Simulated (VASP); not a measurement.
These are LDA (Ceperley-Alder, Perdew-Zunger), VASP's LDA PAW potentials (set 64) (plane waves; VASP) values and carry that method's errors.

Input for VASP

### POSCAR
```
WSe2
1
    1.6280787143    -2.8199147345    -0.0000000000
    1.6280787143     2.8199147345    -0.0000000000
    0.0000000000     0.0000000000    12.8151385257
W Se
2 4
Direct
  0.3333330000   0.6666670000   0.2500000000
  0.6666670000   0.3333330000   0.7500000000
  0.3333330000   0.6666670000   0.8802197506
  0.6666670000   0.3333330000   0.3802197506
  0.6666670000   0.3333330000   0.1197802494
  0.3333330000   0.6666670000   0.6197802494
```

INCAR:
```
! general
SYSTEM  =WSe2
PREC    =Accurate
ENCUT   =400
LREAL   =.FALSE.
LASPH   =.TRUE.

! electronic loop
EDIFF   =1E-8
NELM    =100
ALGO    =Normal
LMAXMIX =6

! smearing
ISMEAR  =0
SIGMA   =0.01

! ions
IBRION  =8
NSW     =1

! output
LWAVE   =.FALSE.
LCHARG  =.FALSE.

! other
LEPSILON=.TRUE.
```

File KPOINTS:
```
Regular mesh
0
G
  10 10 3
0 0 0
```

POTCAR, in this order: W_sv Se (LDA.64 set). Program: vasp_std.

The run wrote:

File OSZICAR:
```
...
RMM:  17    -0.419511125388E+00    0.10471E-06   -0.11505E-07  5083   0.111E-04    0.766E-06
RMM:  18    -0.419511153255E+00   -0.27867E-07   -0.71395E-08  5092   0.950E-05    0.572E-06
RMM:  19    -0.419511168016E+00   -0.14761E-07   -0.18544E-07  5168   0.864E-05    0.689E-06
RMM:  20    -0.419511192803E+00   -0.24786E-07   -0.27093E-08  5291   0.811E-05    0.519E-06
RMM:  21    -0.419511244700E+00   -0.51897E-07   -0.17484E-07  5352   0.784E-05    0.158E-06
RMM:  22    -0.419511272459E+00   -0.27759E-07    0.51319E-08  5408   0.734E-05    0.218E-06
RMM:  23    -0.419511241790E+00    0.30668E-07    0.27116E-08  5196   0.704E-05    0.260E-06
RMM:  24    -0.419511254940E+00   -0.13150E-07   -0.48516E-08  5117   0.670E-05    0.197E-06
RMM:  25    -0.419511260083E+00   -0.51434E-08   -0.18281E-07  5049   0.650E-05    0.218E-06
RMM:  26    -0.419511259837E+00    0.24648E-09    0.18190E-08  4835   0.634E-05    0.255E-06
 Linear response progress:
  Degree of freedom:   3/  4
       N       E                     dE             d eps       ncg     rms          rms(c)
RMM:   1    -0.720817501299E-01   -0.72082E-01    0.35005E-02 21400   0.123E+00
RMM:   2    -0.702914531964E-01    0.17903E-02   -0.50732E-03 16464   0.266E-01    0.113E-01
RMM:   3    -0.704439816818E-01   -0.15253E-03   -0.57974E-04 18206   0.686E-02    0.666E-02
RMM:   4    -0.705923983710E-01   -0.14842E-03   -0.88144E-05 17874   0.413E-02    0.602E-03
RMM:   5    -0.705784207513E-01    0.13978E-04   -0.57348E-06 18654   0.105E-02    0.414E-03
RMM:   6    -0.705644143042E-01    0.14006E-04   -0.34685E-06 18475   0.427E-03    0.603E-04
RMM:   7    -0.705644925521E-01   -0.78248E-07   -0.26571E-06 20187   0.115E-03    0.230E-04
RMM:   8    -0.705652772834E-01   -0.78473E-06    0.49900E-07 19688   0.334E-04    0.771E-05
RMM:   9    -0.705655069775E-01   -0.22969E-06    0.44932E-07 20991   0.123E-04    0.251E-05
RMM:  10    -0.705655181164E-01   -0.11139E-07    0.46003E-07 22637   0.653E-05    0.108E-05
RMM:  11    -0.705655191234E-01   -0.10069E-08    0.26536E-07 23268   0.527E-05    0.234E-06
RMM:  12    -0.705655274425E-01   -0.83191E-08    0.29106E-07 23525   0.474E-05    0.122E-06
RMM:  13    -0.705655317250E-01   -0.42825E-08    0.28058E-07 22896   0.463E-05    0.886E-07
RMM:  14    -0.705655321309E-01   -0.40588E-09    0.27453E-07 22293   0.461E-05    0.300E-07
RMM:  15    -0.705655319127E-01    0.21821E-09    0.26110E-07 22235   0.461E-05    0.456E-07
RMM:  16    -0.705655332353E-01   -0.13227E-08    0.25407E-07 22194   0.461E-05    0.166E-07
RMM:  17    -0.705655328840E-01    0.35133E-09    0.25366E-07 22385   0.462E-05    0.335E-07
RMM:  18    -0.705655333470E-01   -0.46299E-09    0.24380E-07 22380   0.463E-05    0.134E-07
RMM:  19    -0.705655326049E-01    0.74207E-09    0.23829E-07 22522   0.463E-05    0.302E-07
RMM:  20    -0.705655327377E-01   -0.13278E-09    0.24870E-07 22531   0.463E-05    0.136E-07
RMM:  21    -0.705655331110E-01   -0.37333E-09    0.24347E-07 22634   0.464E-05    0.306E-07
RMM:  22    -0.705655332847E-01   -0.17365E-09    0.24221E-07 22662   0.464E-05    0.166E-07
RMM:  23    -0.705655333125E-01   -0.27832E-10    0.23199E-07 22766   0.465E-05    0.327E-07
RMM:  24    -0.705655332479E-01    0.64622E-10    0.23313E-07 22779   0.465E-05    0.180E-07
RMM:  25    -0.705655328818E-01    0.36605E-09    0.24215E-07 22834   0.465E-05    0.350E-07
RMM:  26    -0.705655328565E-01    0.25308E-10    0.24190E-07 22854   0.465E-05    0.208E-07
RMM:  27    -0.705655331570E-01   -0.30050E-09    0.23835E-07 22892   0.465E-05    0.359E-07
RMM:  28    -0.705655333617E-01   -0.20465E-09    0.23738E-07 22919   0.466E-05    0.237E-07
RMM:  29    -0.705655329043E-01    0.45739E-09    0.24035E-07 22945   0.466E-05    0.380E-07
RMM:  30    -0.705655329998E-01   -0.95476E-10    0.24040E-07 22959   0.466E-05    0.262E-07
RMM:  31    -0.705655330450E-01   -0.45224E-10    0.23475E-07 22979   0.466E-05    0.388E-07
RMM:  32    -0.705655330746E-01   -0.29644E-10    0.23628E-07 22994   0.466E-05    0.285E-07
RMM:  33    -0.705655331368E-01   -0.62139E-10    0.23467E-07 23026   0.466E-05    0.408E-07
RMM:  34    -0.705655328883E-01    0.24851E-09    0.23515E-07 23024   0.466E-05    0.313E-07
RMM:  35    -0.705655330298E-01   -0.14154E-09    0.23690E-07 23051   0.466E-05    0.429E-07
RMM:  36    -0.705655331662E-01   -0.13643E-09    0.23360E-07 23066   0.466E-05    0.338E-07
RMM:  37    -0.705655332064E-01   -0.40221E-10    0.22745E-07 23093   0.466E-05    0.440E-07
RMM:  38    -0.705655329335E-01    0.27290E-09    0.23764E-07 23099   0.466E-05    0.364E-07
RMM:  39    -0.705655329781E-01   -0.44598E-10    0.23245E-07 23116   0.466E-05    0.461E-07
RMM:  40    -0.705655329651E-01    0.13018E-10    0.23680E-07 23120   0.466E-05    0.382E-07
RMM:  41    -0.705655330193E-01   -0.54226E-10    0.23122E-07 23142   0.466E-05    0.476E-07
RMM:  42    -0.705655330888E-01   -0.69417E-10    0.23195E-07 23144   0.466E-05    0.405E-07
 Linear response progress:
  Degree of freedom:   4/  4
       N       E                     dE             d eps       ncg     rms          rms(c)
RMM:   1    -0.128563954095E+00   -0.12856E+00    0.53497E-02  5079   0.145E+00
RMM:   2    -0.122625811214E+00    0.59381E-02   -0.75114E-03  3814   0.344E-01    0.282E-01
RMM:   3    -0.122540083871E+00    0.85727E-04   -0.94188E-04  4000   0.118E-01    0.201E-01
RMM:   4    -0.122557001167E+00   -0.16917E-04   -0.31458E-04  4246   0.588E-02    0.183E-02
RMM:   5    -0.122555275316E+00    0.17259E-05   -0.29058E-05  4141   0.263E-02    0.740E-03
RMM:   6    -0.122558357466E+00   -0.30822E-05   -0.15587E-05  4235   0.109E-02    0.398E-03
RMM:   7    -0.122558881016E+00   -0.52355E-06   -0.37166E-06  4362   0.363E-03    0.176E-03
RMM:   8    -0.122561580671E+00   -0.26997E-05   -0.58989E-07  4506   0.204E-03    0.554E-04
RMM:   9    -0.122562141687E+00   -0.56102E-06    0.36399E-07  4329   0.927E-04    0.273E-04
RMM:  10    -0.122562507933E+00   -0.36625E-06   -0.28424E-07  4505   0.303E-04    0.127E-04
RMM:  11    -0.122562795284E+00   -0.28735E-06   -0.48853E-07  4799   0.154E-04    0.470E-05
RMM:  12    -0.122562840512E+00   -0.45228E-07   -0.38183E-07  4703   0.967E-05    0.116E-05
RMM:  13    -0.122562872798E+00   -0.32286E-07   -0.56355E-07  4834   0.815E-05    0.492E-06
RMM:  14    -0.122562885133E+00   -0.12335E-07   -0.63869E-07  4945   0.743E-05    0.275E-06
RMM:  15    -0.122562923805E+00   -0.38673E-07   -0.87906E-07  4912   0.730E-05    0.169E-06
RMM:  16    -0.122562940732E+00   -0.16927E-07   -0.11556E-06  4633   0.723E-05    0.483E-07
RMM:  17    -0.122562941789E+00   -0.10566E-08   -0.11078E-06  4346   0.721E-05    0.493E-07
RMM:  18    -0.122562942648E+00   -0.85916E-09   -0.11272E-06  4326   0.721E-05    0.385E-07
RMM:  19    -0.122562941581E+00    0.10666E-08   -0.10781E-06  4320   0.723E-05    0.217E-07
RMM:  20    -0.122562940635E+00    0.94637E-09   -0.11381E-06  4342   0.724E-05    0.320E-07
RMM:  21    -0.122562942900E+00   -0.22652E-08   -0.10530E-06  4340   0.725E-05    0.175E-07
RMM:  22    -0.122562940301E+00    0.25991E-08   -0.11319E-06  4360   0.726E-05    0.301E-07
RMM:  23    -0.122562942855E+00   -0.25536E-08   -0.11032E-06  4362   0.727E-05    0.154E-07
RMM:  24    -0.122562940020E+00    0.28346E-08   -0.11245E-06  4402   0.726E-05    0.366E-07
RMM:  25    -0.122562943259E+00   -0.32393E-08   -0.10609E-06  4411   0.728E-05    0.251E-07
RMM:  26    -0.122562939583E+00    0.36768E-08   -0.11817E-06  4425   0.728E-05    0.402E-07
RMM:  27    -0.122562943357E+00   -0.37742E-08   -0.10821E-06  4409   0.728E-05    0.315E-07
RMM:  28    -0.122562939551E+00    0.38058E-08   -0.11374E-06  4412   0.729E-05    0.449E-07
RMM:  29    -0.122562943226E+00   -0.36753E-08   -0.10856E-06  4402   0.729E-05    0.378E-07
RMM:  30    -0.122562938929E+00    0.42969E-08   -0.10639E-06  4397   0.729E-05    0.491E-07
RMM:  31    -0.122562944021E+00   -0.50911E-08   -0.11311E-06  4386   0.730E-05    0.438E-07
 Linear response finished
```

OUTCAR:
```
------------------------ aborting loop because EDIFF is reached ----------------------------------------

 HEAD OF MICROSCOPIC STATIC DIELECTRIC TENSOR (INDEPENDENT PARTICLE, excluding Hartree and local field effects)
 ------------------------------------------------------
          16.137013     0.000000     0.000000
           0.000000    16.137009     0.000000
          -0.000000    -0.000000    11.423115
 ------------------------------------------------------

 MACROSCOPIC STATIC DIELECTRIC TENSOR (including local field effects in DFT)
 ------------------------------------------------------
          15.306553     0.000000     0.000000
          -0.000000    15.306549     0.000000
           0.000000     0.000000     8.120876
 ------------------------------------------------------

 PIEZOELECTRIC TENSOR (including local field effects)  for field in x, y, z        (e  Angst)
          XX          YY          ZZ          XY          YZ          ZX
  --------------------------------------------------------------------------------
  x     0.00000     0.00000     0.00000     0.00000     0.00000     0.00000
  y     0.00000     0.00000     0.00000     0.00000     0.00000     0.00000
  z     0.00000     0.00000     0.00000     0.00000     0.00000     0.00000

 PIEZOELECTRIC TENSOR (including local field effects)  for field in x, y, z        (C/m^2)
          XX          YY          ZZ          XY          YZ          ZX
  --------------------------------------------------------------------------------
  x     0.00000     0.00000     0.00000     0.00000     0.00000     0.00000
  y     0.00000     0.00000     0.00000     0.00000     0.00000     0.00000
  z     0.00000     0.00000     0.00000     0.00000     0.00000     0.00000

 BORN EFFECTIVE CHARGES (including local field effects) (in |e|, cummulative output)
 ---------------------------------------------------------------------------------
 ion    1
    1    -1.36331     0.00000     0.00000
    2     0.00000    -1.36331     0.00000
    3    -0.00000     0.00000    -0.92648
 ion    2
    1    -1.36331     0.00000     0.00000
    2     0.00000    -1.36331     0.00000
    3     0.00000     0.00000    -0.92648
 ion    3
    1     0.68165     0.00000     0.00000
    2     0.00000     0.68165    -0.00000
    3     0.00000    -0.00000     0.46324
 ion    4
    1     0.68165     0.00000    -0.00000
    2     0.00000     0.68165     0.00000
    3     0.00000     0.00000     0.46324
 ion    5
    1     0.68165     0.00000    -0.00000
    2     0.00000     0.68165     0.00000
    3     0.00000    -0.00000     0.46324
 ion    6
    1     0.68165     0.00000     0.00000
    2     0.00000     0.68165    -0.00000
    3     0.00000    -0.00000     0.46324

   1 f  =    9.288059 THz    58.358599 2PiTHz  309.816315 cm-1    38.412310 meV
             X         Y         Z           dx          dy          dz
      1.628079  0.939973  3.203785    -0.000000   -0.000000    0.477270
      1.628079 -0.939973  9.611354     0.000000   -0.000000   -0.477270
      1.628079  0.939973 11.280138    -0.000000    0.000000    0.368926
      1.628079 -0.939973  4.872569     0.000000    0.000000   -0.368926
      1.628079 -0.939973  1.535000     0.000000    0.000000   -0.368926
      1.628079  0.939973  7.942570    -0.000000    0.000000    0.368926

   2 f  =    9.212290 THz    57.882524 2PiTHz  307.288912 cm-1    38.098952 meV
             X         Y         Z           dx          dy          dz
      1.628079  0.939973  3.203785    -0.000000   -0.000000    0.480741
      1.628079 -0.939973  9.611354    -0.000000    0.000000    0.480741
      1.628079  0.939973 11.280138     0.000000   -0.000000   -0.366666
      1.628079 -0.939973  4.872569     0.000000    0.000000   -0.366666
      1.628079 -0.939973  1.535000     0.000000    0.000000   -0.366666
      1.628079  0.939973  7.942570     0.000000   -0.000000   -0.366666

   3 f  =    7.571799 THz    47.575015 2PiTHz  252.568020 cm-1    31.314429 meV
             X         Y         Z           dx          dy          dz
      1.628079  0.939973  3.203785     0.000000   -0.000000    0.000000
      1.628079 -0.939973  9.611354     0.000000   -0.000000   -0.000000
      1.628079  0.939973 11.280138    -0.000000    0.000000    0.500000
      1.628079 -0.939973  4.872569    -0.000000    0.000000    0.500000
      1.628079 -0.939973  1.535000    -0.000000    0.000000   -0.500000
      1.628079  0.939973  7.942570    -0.000000    0.000000   -0.500000

   4 f  =    7.501609 THz    47.134002 2PiTHz  250.226755 cm-1    31.024150 meV
             X         Y         Z           dx          dy          dz
      1.628079  0.939973  3.203785     0.000000   -0.000000    0.000000
      1.628079 -0.939973  9.611354    -0.000000    0.000000    0.000000
      1.628079  0.939973 11.280138     0.000000   -0.000000   -0.500000
      1.628079 -0.939973  4.872569    -0.000000    0.000000    0.500000
      1.628079 -0.939973  1.535000    -0.000000    0.000000   -0.500000
      1.628079  0.939973  7.942570     0.000000   -0.000000    0.500000

   5 f  =    7.428216 THz    46.672858 2PiTHz  247.778618 cm-1    30.720619 meV
             X         Y         Z           dx          dy          dz
      1.628079  0.939973  3.203785     0.480797    0.000000    0.000000
      1.628079 -0.939973  9.611354     0.480797    0.000000    0.000000
      1.628079  0.939973 11.280138    -0.366629   -0.000000   -0.000000
      1.628079 -0.939973  4.872569    -0.366629   -0.000000   -0.000000
      1.628079 -0.939973  1.535000    -0.366629   -0.000000    0.000000
      1.628079  0.939973  7.942570    -0.366629   -0.000000    0.000000

   6 f  =    7.428215 THz    46.672853 2PiTHz  247.778590 cm-1    30.720616 meV
             X         Y         Z           dx          dy          dz
      1.628079  0.939973  3.203785     0.000000   -0.480797   -0.000000
      1.628079 -0.939973  9.611354     0.000000   -0.480797    0.000000
      1.628079  0.939973 11.280138    -0.000000    0.366629   -0.000000
      1.628079 -0.939973  4.872569    -0.000000    0.366629   -0.000000
      1.628079 -0.939973  1.535000    -0.000000    0.366629    0.000000
      1.628079  0.939973  7.942570    -0.000000    0.366629    0.000000
...
```
(Selected blocks of OUTCAR.)

### OUTCAR
```
 val. band max:        6.6351885898   @ k =   0.0000   0.0000   0.0000

 cond. band min:       7.5183754273   @ k =   0.2000   0.2000   0.0000


 Fermi energy:         6.7187480185

 k-point     1 :       0.0000    0.0000    0.0000
  band No.  band energies     occupation
      1     -67.2180      2.00000
      2     -67.2180      2.00000
      3     -31.7581      2.00000
      4     -31.7580      2.00000
      5     -31.5899      2.00000
      6     -31.5899      2.00000
      7     -31.5898      2.00000
      8     -31.5898      2.00000
      9      -8.8308      2.00000
     10      -8.5407      2.00000
     11      -7.6267      2.00000
     12      -7.1383      2.00000
     13      -0.7010      2.00000
     14       0.5298      2.00000
     15       2.8126      2.00000
     16       3.9139      2.00000
     17       3.9139      2.00000
     18       3.9324      2.00000
     19       3.9324      2.00000
     20       5.0699      2.00000
     21       5.0700      2.00000
     22       5.1312      2.00000
     23       5.1312      2.00000
     24       5.3696      2.00000
     25       5.6396      2.00000
     26       6.6352      2.00000
     27       9.3321      0.00000
     28       9.3330      0.00000
     29       9.3896      0.00000
     30       9.3914      0.00000
     31       9.4340      0.00000

 k-point     2 :       0.1000    0.0000    0.0000
  band No.  band energies     occupation
      1     -67.2168      2.00000
      2     -67.2168      2.00000
      3     -31.7530      2.00000
      4     -31.7530      2.00000
      5     -31.6159      2.00000
      6     -31.6159      2.00000
      7     -31.5959      2.00000
      8     -31.5959      2.00000
      9      -8.6727      2.00000
     10      -8.3836      2.00000
     11      -7.5394      2.00000
     12      -7.0687      2.00000
     13      -0.4997      2.00000
     14       0.7300      2.00000
     15       2.6696      2.00000
     16       3.4544      2.00000
     17       3.4921      2.00000
...
```

The dielectric response may not be converged in the k-mesh; for small gaps it tends to come out too large. Unless said otherwise, spin-orbit coupling is left out, though it shifts the bands of the heavy elements here.

The compound is WSe2 in the 2H layered structure. It was relaxed first.
